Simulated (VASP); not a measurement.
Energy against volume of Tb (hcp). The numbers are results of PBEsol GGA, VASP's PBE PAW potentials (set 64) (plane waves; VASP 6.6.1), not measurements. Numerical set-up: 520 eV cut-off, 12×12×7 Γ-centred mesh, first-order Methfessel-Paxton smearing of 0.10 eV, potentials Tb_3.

The 4f electrons are frozen in the core of the lanthanide potential, so 4f levels, which can set the real gap, and their magnetism are missing.

Shape and ions are relaxed at each volume.

| V (Å³/atom) | E (eV/atom) |
|---|---|
| 28.713 | -4.97753 |
| 29.629 | -4.98749 |
| 30.545 | -4.98968 |
| 31.462 | -4.98522 |

Fit these four points and predict the energy of the run at 32.378 Å³/atom.

A cubic in V^(−2/3), the third-order Birch-Murnaghan form, passes through the four points with V0 = 30.37 Å³/atom and B0 = 40 GPa, and gives -4.9751 eV/atom there. The run gave -4.9747 eV/atom, +0.3 meV/atom from the fit; all five points give B0 = 40 GPa.

The compound is Tb in the hcp structure. It was relaxed first.
